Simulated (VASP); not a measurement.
Level of theory: r2SCAN+rVV10, VASP's PBE PAW potentials (set 64) (plane waves; VASP 6.6.1).

VASP input:

**INCAR**
```
! general
SYSTEM    =  Ni
PREC      =  Accurate
ENCUT     =  520
LREAL     =  F   ! projection in real space or not
LASPH     =  T

! electronic loop
EDIFF     =  1E-7
NELM      =  100
ALGO      =  Normal   ! blocked Davidson
LMAXMIX   =  4
LMIXTAU   =  T

! smearing
ISMEAR    =  1   ! Methfessel-Paxton
SIGMA     =  0.1

! functional
METAGGA   =  R2SCAN
LUSE_VDW  =  T
BPARAM    =  11.95
CPARAM    =  0.0093

! spin
ISPIN     =  2   ! spin-polarised
MAGMOM    =  0.8

! ions
ISIF      =  2   ! forces and stress, cell fixed

! output
LWAVE     =  F
LCHARG    =  F
LORBIT    =  10
```

File POSCAR:
```
Ni
1
    0.0000000000     1.7697853584     1.7697853584
    1.7697853584     0.0000000000     1.7697853584
    1.7697853584     1.7697853584     0.0000000000
Ni
1
Direct
  0.0000000000   0.0000000000   0.0000000000
```

**KPOINTS**
```
kpoints
0
gamma
  18 18 18
```

POTCAR, in this order: Ni (PBE.64 set). Program: vasp_std.

Output of the run:

**OSZICAR**
```
       N       E                     dE             d eps       ncg     rms          rms(c)
DAV:   1     0.171292889093E+02    0.17129E+02   -0.49438E+03  7076   0.146E+03
DAV:   2    -0.136234158218E+02   -0.30753E+02   -0.29533E+02  7095   0.174E+02
DAV:   3    -0.141081887606E+02   -0.48477E+00   -0.48088E+00  8214   0.295E+01
DAV:   4    -0.141132086498E+02   -0.50199E-02   -0.50192E-02  8388   0.260E+00
DAV:   5    -0.141133386197E+02   -0.12997E-03   -0.12997E-03  8337   0.343E-01    0.107E+01
DAV:   6    -0.123889782943E+02    0.17244E+01   -0.31678E+01  7430   0.943E+01    0.948E+00
DAV:   7    -0.116828245402E+02    0.70615E+00   -0.83716E+00  7475   0.402E+01    0.216E+00
DAV:   8    -0.116868880307E+02   -0.40635E-02   -0.58743E-02  7114   0.305E+00    0.163E+00
DAV:   9    -0.116780246618E+02    0.88634E-02   -0.58802E-02  7621   0.362E+00    0.545E-01
DAV:  10    -0.116793174623E+02   -0.12928E-02   -0.35133E-02  8485   0.257E+00    0.231E-01
DAV:  11    -0.116791176056E+02    0.19986E-03   -0.11009E-02  7388   0.162E+00    0.135E-01
DAV:  12    -0.116790736606E+02    0.43945E-04   -0.18134E-03  7644   0.674E-01    0.300E-02
DAV:  13    -0.116790779575E+02   -0.42968E-05   -0.21350E-05  7708   0.707E-02    0.160E-02
DAV:  14    -0.116790802367E+02   -0.22793E-05   -0.10097E-05  9036   0.353E-02    0.282E-03
DAV:  15    -0.116790809538E+02   -0.71706E-06   -0.79636E-07  7433   0.140E-02    0.123E-03
DAV:  16    -0.116790808344E+02    0.11940E-06   -0.15457E-08  3740   0.155E-03    0.504E-04
DAV:  17    -0.116790808108E+02    0.23594E-07   -0.18577E-08  3624   0.171E-03
   1 F= -.11679081E+02 E0= -.11679212E+02  d E =0.394929E-03  mag=     0.7644
```

**OUTCAR**
```
------------------------ aborting loop because EDIFF is reached ----------------------------------------
  FORCE on cell =-STRESS in cart. coord.  units (eV):
  Direction    XX          YY          ZZ          XY          YZ          ZX
  --------------------------------------------------------------------------------------
  Total       -0.7890347     -0.7890347     -0.7890347      0.0000000     -0.0000000     -0.0000000
  in kB     -114.0288927   -114.0288927   -114.0288927      0.0000000     -0.0000000     -0.0000000
  external PRESSURE =    -114.0288927 kB  Pullay stress =       0.0000000 kB
  volume of cell :       11.09
      direct lattice vectors                 reciprocal lattice vectors
     0.000000000  1.769785358  1.769785358    -0.282520136  0.282520136  0.282520136
     1.769785358  0.000000000  1.769785358     0.282520136 -0.282520136  0.282520136
     1.769785358  1.769785358  0.000000000     0.282520136  0.282520136 -0.282520136
 POSITION                                       TOTAL-FORCE (eV/Angst)
 -----------------------------------------------------------------------------------
      0.00000      0.00000      0.00000        -0.000000     -0.000000     -0.000000
 -----------------------------------------------------------------------------------
    total drift:                                0.000000      0.000000      0.000000
  FREE ENERGIE OF THE ION-ELECTRON SYSTEM (eV)
  ---------------------------------------------------
  free  energy   TOTEN  =       -11.6790808108 eV

  energy  without entropy=      -11.6794757396  energy(sigma->0) =      -11.67921245

 total charge

# of ion       s       p       d       tot
------------------------------------------
    1        0.508   0.505   8.296   9.309

 magnetization (x)

# of ion       s       p       d       tot
------------------------------------------
    1       -0.010  -0.043   0.844   0.791
```
(Selected blocks of OUTCAR.)

File OUTCAR:
```
 val. band max:        9.0631858610   @ k =  -0.3889   0.1667   0.0000

 cond. band min:       9.0652798106   @ k =   0.3889   0.0556   0.0000


 Fermi energy:         9.0643830685

 spin component 1

 k-point     1 :       0.0000    0.0000    0.0000
  band No.  band energies     occupation
      1      -0.2440      1.00000
      2       6.1022      1.00000
      3       6.1023      1.00000
      4       6.1023      1.00000
      5       7.3789      1.00000
      6       7.3789      1.00000
      7      33.4124      0.00000
      8      37.3974      0.00000
      9      37.3976      0.00000

 k-point     2 :       0.0556    0.0000    0.0000
  band No.  band energies     occupation
      1      -0.1205      1.00000
      2       6.0729      1.00000
      3       6.1287      1.00000
      4       6.1288      1.00000
      5       7.3677      1.00000
      6       7.3677      1.00000
      7      32.9606      0.00000
      8      35.7358      0.00000
      9      37.0260      0.00000

 k-point     3 :       0.1111    0.0000    0.0000
  band No.  band energies     occupation
      1       0.2445      1.00000
      2       5.9938      1.00000
      3       6.1992      1.00000
      4       6.1993      1.00000
      5       7.3425      1.00000
      6       7.3425      1.00000
      7      30.9249      0.00000
      8      34.5935      0.00000
      9      36.3478      0.00000

 k-point     4 :       0.1667    0.0000    0.0000
  band No.  band energies     occupation
      1       0.8323      1.00000
      2       5.8932      1.00000
      3       6.2861      1.00000
      4       6.2862      1.00000
      5       7.3291      1.00000
      6       7.3292      1.00000
      7      28.0270      0.00000
      8      34.1681      0.00000
      9      35.7065      0.00000

 k-point     5 :       0.2222    0.0000    0.0000
  band No.  band energies     occupation
      1       1.5999      1.00000
...
```

The compound is Ni in the fcc structure. This cell is one point of a volume scan, at 1.06 of the reference volume.
